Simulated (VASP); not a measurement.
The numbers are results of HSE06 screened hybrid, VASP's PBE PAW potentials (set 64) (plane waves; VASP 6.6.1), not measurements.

A VASP calculation is set up with these files.

**KPOINTS**
```
Automatic mesh
0
Gamma
1 1 1
0 0 0
```

POSCAR:
```
BiSi62
1
   10.9370747000     0.0000000000     0.0000000000
    0.0000000000    10.9370747000     0.0000000000
    0.0000000000     0.0000000000    10.9370747000
Si Bi
62 1
Direct
  0.4996344200   0.0003055107   0.0001738726
  0.6222434254   0.1280852621   0.1278473742
  0.7481963724   0.2518084141   0.0026479406
  0.8718437954   0.3777246084   0.1279456710
  0.7481984337   0.0028082871   0.2515308654
  0.8716523855   0.1282534894   0.3775136936
  0.9993321656   0.0006318920   0.0004157505
  0.1222587261   0.1266328490   0.1264140400
  0.2480979070   0.2499345558   0.0003492670
  0.3727482406   0.3766031217   0.1248807216
  0.4994490219   0.5006151855   0.0006764296
  0.6235404812   0.6271661352   0.1250532212
  0.7500915750   0.7518034146   0.0004456202
  0.8733823911   0.8777008833   0.1264296454
  0.2483282107   0.0004540278   0.2494962912
  0.3726785280   0.1250204427   0.3764339392
  0.4916978049   0.2495521051   0.2494526343
  0.7504071929   0.5081351427   0.2497366136
  0.8751179679   0.6273459645   0.3764656779
  0.4992769915   0.0006742051   0.5005218626
  0.6232771969   0.1249154659   0.6271832349
  0.7501815894   0.2496327286   0.5083290858
  0.8749391001   0.3765947412   0.6270887899
  0.7503024918   0.0005238925   0.7516429801
  0.8733332502   0.1266922365   0.8775202365
  0.9996193192   0.5002700850   0.0002461518
  0.1228503651   0.6266677655   0.1244205651
  0.2499057809   0.7500858055   0.9994093060
  0.3733250025   0.8771062901   0.1244084840
  0.9971424730   0.2517752590   0.2515859081
  0.1237860086   0.3755905494   0.3754913426
  0.2471859048   0.5007721301   0.2486729530
  0.3727105372   0.6272366917   0.3664892447
  0.4991944093   0.7527968415   0.2487447904
  0.6243869634   0.8762194934   0.3755097729
  0.9995132379   0.0004348329   0.5000488411
  0.1227777383   0.1245159667   0.6264436526
  0.2470469978   0.2488080012   0.5007060084
  0.3730647994   0.3664274537   0.6267860139
  0.6335736951   0.6269569382   0.6267739604
  0.7512654898   0.7529487420   0.5007213954
  0.8754534588   0.8772329173   0.6265616133
  0.2498813570   0.9994897983   0.7500126756
  0.3731105837   0.1246465328   0.8771830291
  0.4991496632   0.2486769050   0.7528556930
  0.6243854725   0.3756002884   0.8760587555
  0.7512690913   0.5008412656   0.7528207512
  0.8753526333   0.6268142581   0.8772076498
  0.9995771481   0.7517192105   0.2495142912
  0.1248000577   0.8752402234   0.3756690697
  0.9993052521   0.5006463819   0.5005554240
  0.1255174656   0.6248531185   0.6248799827
  0.2517675384   0.7480747847   0.4993353674
  0.3750001014   0.8743973618   0.6247254606
  0.9994846056   0.2496663538   0.7515153509
  0.1248115657   0.3761142672   0.8747743634
  0.2522756647   0.4994444978   0.7477689205
  0.3752331825   0.6249134635   0.8743587351
  0.5005454976   0.7478536807   0.7476938296
  0.6239304507   0.8751166563   0.8748491751
  0.0004820594   0.7501066689   0.7500699502
  0.1244545611   0.8755551222   0.8753899362
  0.5499642020   0.4500088360   0.4500031267
```

**INCAR**
```
AEXX = 0.25
ALGO = Normal
EDIFF = 1E-5
ENCUT = 400
GGA = PE
HFSCREEN = 0.2
ISIF = 0
ISMEAR = 0
ISPIN = 2
ISYM = 0
LASPH = .True.
LCHARG = .False.
LHFCALC = .True.
LMAXMIX = 4
LORBIT = 10
LREAL = Auto
LWAVE = .False.
MAGMOM = 63*0.0159
NELM = 50
NELMIN = 4
NUPDOWN = 1
PREC = Normal
PRECFOCK = Fast
SIGMA = 0.05
SYSTEM = BiSi62
```

POTCAR, in this order: Si Bi (PBE.64 set). Program: vasp_gam. Read from the step before: WAVECAR.

Output of the run:

**OUTCAR**
```
 ion  position               nearest neighbor table
   1  0.500  0.000  0.000-  29 2.36  44 2.36  60 2.37   2 2.39
   2  0.622  0.128  0.128-  17 2.36   3 2.37   5 2.37   1 2.39
   3  0.748  0.252  0.003-  46 2.36   4 2.37   2 2.37  25 2.37
   4  0.872  0.378  0.128-  18 2.36   3 2.37  30 2.37  26 2.39
   5  0.748  0.003  0.252-  35 2.36   6 2.37   2 2.37  14 2.37
   6  0.872  0.128  0.378-  22 2.36   5 2.37  30 2.37  36 2.39
   7  0.999  0.001  0.000-  14 2.37   8 2.37  25 2.37  62 2.37
   8  0.122  0.127  0.126-   7 2.37   9 2.37  15 2.37  30 2.37
   9  0.248  0.250  0.000-  44 2.36  56 2.37   8 2.37  10 2.37
  10  0.373  0.377  0.125-  17 2.34  32 2.36  11 2.37   9 2.37
  11  0.499  0.501  0.001-  46 2.37  58 2.37  10 2.37  12 2.37
  12  0.624  0.627  0.125-  18 2.34  34 2.36  11 2.37  13 2.37
  13  0.750  0.752  0.000-  48 2.36  60 2.37  14 2.37  12 2.37
  14  0.873  0.878  0.126-   7 2.37  13 2.37  49 2.37   5 2.37
  15  0.248  0.000  0.249-  29 2.36  50 2.37   8 2.37  16 2.37
  16  0.373  0.125  0.376-  17 2.34  38 2.36  20 2.37  15 2.37
  17  0.492  0.250  0.249-  16 2.34  10 2.34   2 2.36  63 3.17
  18  0.750  0.508  0.250-  12 2.34  19 2.34   4 2.36  63 3.16
  19  0.875  0.627  0.376-  18 2.34  41 2.36  51 2.37  49 2.37
  20  0.499  0.001  0.501-  35 2.37  54 2.37  21 2.37  16 2.37
  21  0.623  0.125  0.627-  22 2.34  45 2.36  20 2.37  24 2.37
  22  0.750  0.250  0.508-  21 2.34  23 2.34   6 2.36  63 3.16
  23  0.875  0.377  0.627-  22 2.34  47 2.36  51 2.37  55 2.37
  24  0.750  0.001  0.752-  42 2.36  60 2.37  25 2.37  21 2.37
  25  0.873  0.127  0.878-   7 2.37  24 2.37  55 2.37   3 2.37
  26  1.000  0.500  0.000-  27 2.36  48 2.36  56 2.37   4 2.39
  27  0.123  0.627  0.124-  49 2.36  26 2.36  32 2.36  28 2.37
  28  0.250  0.750  0.999-  62 2.37  29 2.37  27 2.37  58 2.37
  29  0.373  0.877  0.124-  15 2.36   1 2.36  34 2.36  28 2.37
  30  0.997  0.252  0.252-  31 2.36   4 2.37   6 2.37   8 2.37
  31  0.124  0.376  0.375-  30 2.36  51 2.37  38 2.37  32 2.37
  32  0.247  0.501  0.249-  33 2.34  10 2.36  27 2.36  31 2.37
  33  0.373  0.627  0.366-  34 2.34  32 2.34  53 2.37  63 2.89
  34  0.499  0.753  0.249-  33 2.34  12 2.36  29 2.36  35 2.37
  35  0.624  0.876  0.376-   5 2.36  20 2.37  41 2.37  34 2.37
  36  1.000  0.000  0.500-  37 2.36  42 2.36  50 2.37   6 2.39
  37  0.123  0.125  0.626-  55 2.36  36 2.36  38 2.36  43 2.37
  38  0.247  0.249  0.501-  39 2.34  16 2.36  37 2.36  31 2.37
  39  0.373  0.366  0.627-  38 2.34  45 2.34  57 2.37  63 2.88
  40  0.634  0.627  0.627-  41 2.34  47 2.34  59 2.37  63 2.88
  41  0.751  0.753  0.501-  40 2.34  19 2.36  42 2.36  35 2.37
  42  0.875  0.877  0.627-  24 2.36  36 2.36  41 2.36  61 2.37
  43  0.250  0.999  0.750-  62 2.37  54 2.37  44 2.37  37 2.37
  44  0.373  0.125  0.877-   9 2.36   1 2.36  45 2.36  43 2.37
  45  0.499  0.249  0.753-  39 2.34  21 2.36  44 2.36  46 2.37
  46  0.624  0.376  0.876-   3 2.36  11 2.37  47 2.37  45 2.37
  47  0.751  0.501  0.753-  40 2.34  23 2.36  48 2.36  46 2.37
  48  0.875  0.627  0.877-  13 2.36  26 2.36  47 2.36  61 2.37
  49  1.000  0.752  0.250-  27 2.36  50 2.37  14 2.37  19 2.37
  50  0.125  0.875  0.376-  36 2.37  49 2.37  15 2.37  53 2.39
  51  0.999  0.501  0.501-  31 2.37  52 2.37  23 2.37  19 2.37
  52  0.126  0.625  0.625-  51 2.37  53 2.37  57 2.37  61 2.37
  53  0.252  0.748  0.499-  54 2.37  33 2.37  52 2.37  50 2.39
  54  0.375  0.874  0.625-  20 2.37  53 2.37  59 2.37  43 2.37
  55  0.999  0.250  0.752-  37 2.36  56 2.37  25 2.37  23 2.37
  56  0.125  0.376  0.875-  26 2.37  55 2.37   9 2.37  57 2.39
  57  0.252  0.499  0.748-  58 2.37  52 2.37  39 2.37  56 2.39
  58  0.375  0.625  0.874-  11 2.37  59 2.37  57 2.37  28 2.37
  59  0.501  0.748  0.748-  58 2.37  54 2.37  40 2.37  60 2.39
  60  0.624  0.875  0.875-   1 2.37  24 2.37  13 2.37  59 2.39
  61  0.000  0.750  0.750-  62 2.37  52 2.37  48 2.37  42 2.37
  62  0.124  0.876  0.875-  43 2.37  61 2.37  28 2.37   7 2.37
  63  0.550  0.450  0.450-  39 2.88  40 2.88  33 2.89  22 3.16  18 3.16  17 3.17
 Subroutine IBZKPT returns following result:
 Found      1 irreducible k-points:

 Following reciprocal coordinates:
            Coordinates               Weight
  0.000000  0.000000  0.000000      1.000000
 Subroutine IBZKPT_HF returns following result:
   k-points           NKPTS =      1   k-points in BZ     NKDIM =      1   number of bands    NBANDS=    160
   number of dos      NEDOS =    301   number of ions     NIONS =     63
   total plane-waves  NPLWV = 157464
   dimension x,y,z NGX =    54 NGY =   54 NGZ =   54
...
```

**OSZICAR**
```
       N       E                     dE             d eps       ncg     rms          rms(c)
DAV:   1    -0.385355987563E+03   -0.38536E+03   -0.12425E+01   656   0.797E+00    0.193E+01
DAV:   2    -0.385481872699E+03   -0.12589E+00   -0.37344E-01   736   0.121E+00    0.125E+01
DAV:   3    -0.385507781943E+03   -0.25909E-01   -0.10834E-01   696   0.428E-01    0.738E+00
DAV:   4    -0.385524421945E+03   -0.16640E-01   -0.12682E-01   688   0.328E-01    0.424E+00
DAV:   5    -0.385544916583E+03   -0.20495E-01   -0.10407E-01   712   0.241E-01    0.245E+00
DAV:   6    -0.385561626547E+03   -0.16710E-01   -0.82872E-02   696   0.235E-01    0.142E+00
DAV:   7    -0.385574394333E+03   -0.12768E-01   -0.58483E-02   712   0.210E-01    0.822E-01
DAV:   8    -0.385582458753E+03   -0.80644E-02   -0.32985E-02   696   0.159E-01    0.487E-01
DAV:   9    -0.385586630743E+03   -0.41720E-02   -0.15989E-02   704   0.112E-01    0.302E-01
DAV:  10    -0.385588549776E+03   -0.19190E-02   -0.71526E-03   704   0.771E-02    0.195E-01
DAV:  11    -0.385589363017E+03   -0.81324E-03   -0.29831E-03   704   0.520E-02    0.129E-01
DAV:  12    -0.385589688965E+03   -0.32595E-03   -0.11892E-03   704   0.343E-02    0.867E-02
DAV:  13    -0.385589816240E+03   -0.12728E-03   -0.45261E-04   704   0.220E-02    0.587E-02
DAV:  14    -0.385589865299E+03   -0.49059E-04   -0.16777E-04   656   0.138E-02    0.396E-02
DAV:  15    -0.385589884238E+03   -0.18940E-04   -0.61034E-05   552   0.883E-03    0.264E-02
DAV:  16    -0.385589891721E+03   -0.74825E-05   -0.22985E-05   456   0.592E-03
   1 F= -.38558989E+03 E0= -.38558989E+03  d E =-.627310E-13  mag=     1.0000
```

File OUTCAR:
```
------------------------ aborting loop because EDIFF is reached ----------------------------------------
  volume of cell :     1308.29
      direct lattice vectors                 reciprocal lattice vectors
    10.937074700  0.000000000  0.000000000     0.091432127  0.000000000  0.000000000
     0.000000000 10.937074700  0.000000000     0.000000000  0.091432127  0.000000000
     0.000000000  0.000000000 10.937074700     0.000000000  0.000000000  0.091432127
 POSITION                                       TOTAL-FORCE (eV/Angst)
 -----------------------------------------------------------------------------------
      5.46454      0.00334      0.00190        -0.029104      0.038002      0.065328
      6.80552      1.40088      1.39828         0.036338     -0.022359     -0.031604
      8.18308      2.75405      0.02896        -0.011117      0.009755      0.014597
      9.53542      4.13120      1.39935         0.022339     -0.039141     -0.031347
      8.18310      0.03071      2.75101        -0.012908     -0.004434     -0.002009
      9.53333      1.40272      4.12890         0.018052     -0.013497     -0.057835
     10.92977      0.00691      0.00455        -0.015114      0.019367      0.047504
      1.33715      1.38499      1.38260         0.018397     -0.013428     -0.017582
      2.71347      2.73355      0.00382        -0.008924      0.039371      0.041903
      4.07678      4.11894      1.36583        -0.047579     -0.009505     -0.044365
      5.46251      5.47527      0.00740        -0.001432      0.005348      0.014455
      6.81971      6.85936      1.36772        -0.001868      0.051039     -0.042431
      8.20381      8.22253      0.00487        -0.037523      0.009135      0.037161
      9.55225      9.59948      1.38277         0.009582     -0.018172     -0.020208
      2.71598      0.00497      2.72876        -0.014645      0.016622      0.091886
      4.07601      1.36736      4.11709        -0.059606     -0.064079     -0.097583
      5.37774      2.72937      2.72828        -0.061799     -0.066726      0.007473
      8.20726      5.55751      2.73139         0.070823      0.071143      0.001799
      9.57123      6.86133      4.11743         0.054942      0.056950     -0.099103
      5.46063      0.00737      5.47425        -0.005425     -0.003884      0.013860
      6.81683      1.36621      6.85955        -0.013959      0.004186      0.015920
      8.20479      2.73025      5.55963         0.109884     -0.104122      0.072961
      9.56927      4.11884      6.85852        -0.005805      0.020308      0.019114
      8.20611      0.00573      8.22078        -0.012512      0.003176      0.026055
      9.55171      1.38564      9.59750         0.003829     -0.002283     -0.027258
     10.93291      5.47149      0.00269        -0.037702      0.032836      0.063038
      1.34362      6.85391      1.36080         0.033561     -0.028461     -0.040947
      2.73324      8.20374     10.93061        -0.011636      0.010556      0.029783
      4.08308      9.59298      1.36066         0.027357     -0.032355     -0.036025
     10.90582      2.75368      2.75161         0.005513      0.009342     -0.004139
      1.35386      4.10786      4.10678         0.012022      0.010451      0.003884
      2.70349      5.47698      2.71975        -0.023564      0.009018     -0.032964
      4.07636      6.86013      4.00832         0.052941     -0.054941      0.025503
      5.45973      8.23340      2.72054        -0.004569      0.020133     -0.040103
      6.82897      9.58328      4.10698        -0.006457     -0.015239      0.004377
     10.93175      0.00476      5.46907        -0.032204      0.032975      0.106143
      1.34283      1.36184      6.85146         0.032285     -0.014761     -0.060247
      2.70197      2.72123      5.47626        -0.047518     -0.036238      0.076721
      4.08024      4.00764      6.85521         0.109000      0.039642     -0.158671
      6.92944      6.85707      6.85507        -0.042657     -0.109491     -0.162004
      8.21665      8.23506      5.47643         0.032676      0.050760      0.076388
      9.57490      9.59436      6.85275         0.015798     -0.031363     -0.063302
      2.73297     10.93149      8.20294        -0.017464      0.014464      0.024230
      4.08074      1.36327      9.59382         0.045114     -0.018124     -0.057538
      5.45924      2.71980      8.23404        -0.019659     -0.042422      0.048834
      6.82895      4.10797      9.58152        -0.010319      0.011219     -0.030067
      8.21669      5.47774      8.23366         0.045631      0.015180      0.050256
      9.57380      6.85551      9.59409         0.014577     -0.044690     -0.056822
     10.93245      8.22161      2.72896        -0.013812      0.012077      0.090000
      1.36495      9.57257      4.10872         0.027684     -0.029390     -0.115440
     10.92948      5.47561      5.47461         0.004565      0.004372      0.014368
      1.37279      6.83407      6.83436         0.025245     -0.010583     -0.008223
      2.75360      8.18175      5.46127        -0.025348      0.025358      0.050167
      4.10140      9.56335      6.83267         0.013652     -0.024427     -0.005924
     10.93144      2.73062      8.21938        -0.006505      0.010829      0.027132
      1.36507      4.11359      9.56747         0.038317     -0.033543     -0.064354
      2.75916      5.46246      8.17840        -0.035795      0.030797      0.044976
      4.10395      6.83473      9.56293         0.010370     -0.012111     -0.034253
      5.47450      8.17933      8.17758        -0.024795      0.029264      0.043623
      6.82397      9.57122      9.56829         0.028062     -0.035717     -0.067107
      0.00527      8.20397      8.20357        -0.012934      0.015112      0.026038
      1.36117      9.57601      9.57421         0.017743     -0.019383     -0.037824
      6.01500      4.92178      4.92172        -0.224037      0.226078      0.271803
 -----------------------------------------------------------------------------------
    total drift:                               -0.074575      0.076331      0.046314
  FREE ENERGIE OF THE ION-ELECTRON SYSTEM (eV)
  ---------------------------------------------------
  free  energy   TOTEN  =      -385.5898917207 eV

  energy  without entropy=     -385.5898917207  energy(sigma->0) =     -385.58989172

  exchange ACFDT corr.  =         0.00000000  see jH, gK, PRB 81, 115126

 total charge

# of ion       s       p       d       tot
------------------------------------------
    1        0.753   0.956   0.000   1.710
    2        0.749   0.955   0.000   1.703
    3        0.747   0.965   0.000   1.713
    4        0.749   0.955   0.000   1.703
    5        0.748   0.964   0.000   1.712
    6        0.749   0.955   0.000   1.704
    7        0.749   0.962   0.000   1.711
    8        0.748   0.962   0.000   1.710
    9        0.753   0.958   0.000   1.711
   10        0.750   0.961   0.000   1.712
   11        0.748   0.964   0.000   1.713
   12        0.750   0.961   0.000   1.712
   13        0.753   0.958   0.000   1.711
   14        0.748   0.962   0.000   1.710
   15        0.752   0.958   0.000   1.710
   16        0.749   0.965   0.000   1.714
   17        0.777   0.909   0.000   1.686
   18        0.777   0.909   0.000   1.686
   19        0.749   0.965   0.000   1.714
   20        0.749   0.964   0.000   1.713
   21        0.751   0.962   0.000   1.712
   22        0.777   0.903   0.000   1.680
   23        0.751   0.961   0.000   1.712
   24        0.753   0.957   0.000   1.710
   25        0.748   0.963   0.000   1.711
...
```
(Selected blocks of OUTCAR.)

**OUTCAR**
```
 val. band max:        5.7542972896   @ k =   0.0000   0.0000   0.0000

 cond. band min:       6.3218301462   @ k =   0.0000   0.0000   0.0000


 Fermi energy:         6.0421917470

 spin component 1

 k-point     1 :       0.0000    0.0000    0.0000
  band No.  band energies     occupation
      1      -7.9413      1.00000
      2      -6.9298      1.00000
      3      -6.7814      1.00000
      4      -6.7655      1.00000
      5      -6.7587      1.00000
      6      -6.7517      1.00000
      7      -6.6659      1.00000
      8      -6.0969      1.00000
      9      -5.7300      1.00000
     10      -5.7273      1.00000
     11      -5.7182      1.00000
     12      -5.7164      1.00000
     13      -5.7098      1.00000
     14      -5.7087      1.00000
     15      -5.6930      1.00000
     16      -5.6896      1.00000
     17      -5.6871      1.00000
     18      -5.6627      1.00000
     19      -5.5384      1.00000
     20      -5.4530      1.00000
     21      -5.3955      1.00000
     22      -5.3799      1.00000
     23      -5.1522      1.00000
     24      -3.8390      1.00000
     25      -3.3942      1.00000
     26      -3.3906      1.00000
     27      -3.3776      1.00000
     28      -3.3672      1.00000
     29      -3.3662      1.00000
     30      -3.3236      1.00000
     31      -3.2514      1.00000
     32      -3.2360      1.00000
     33      -3.2301      1.00000
     34      -3.2293      1.00000
     35      -3.2283      1.00000
     36      -3.2163      1.00000
     37      -3.1727      1.00000
     38      -3.1609      1.00000
     39      -3.1399      1.00000
     40      -3.1038      1.00000
     41      -2.6701      1.00000
     42      -2.4205      1.00000
     43      -2.3548      1.00000
     44      -2.3220      1.00000
     45      -1.8812      1.00000
     46      -0.9663      1.00000
     47      -0.8260      1.00000
     48      -0.8142      1.00000
     49      -0.8134      1.00000
...
```

The supercell is sampled at Γ alone, which is coarse: total energies, pressure and levels can be off, energies of defects by several tenths of an eV. Unless said otherwise, spin-orbit coupling is left out, though it shifts the bands of the heavy elements here.

The cell is a supercell with a defect, built from Si (diamond): Bi_Si-vac_Si. The cell's shape comes from a PBE relaxation.
